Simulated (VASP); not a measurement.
VASP, PAW. Bulk modulus of BeTe (zinc blende) (static lattice). The measured value holds thermal and zero-point effects that the static calculation lacks.

```tsv
level	bulk modulus (GPa)
PBE-D3(BJ)	61.9
```

Task: Estimate the bulk modulus from PBE, rev-vdW-DF2, SCAN and from experiment.

Result: 
The PBE is 56.5 GPa, the rev-vdW-DF2 is 58.3 GPa and the SCAN comes out as 59.8 GPa. The measured is 67.0 GPa (as given by Elmahjoubi et al., (2023), arXiv:2303.01780).

Only levels that ran to the end are used. Left out are those held back, those with too coarse a band path, GW runs whose mesh misses a band edge, hybrids' fits of cells that aren't cubic and levels without matching references; a question may draw on a part of the rest.

The compound is BeTe in the zinc blende structure.
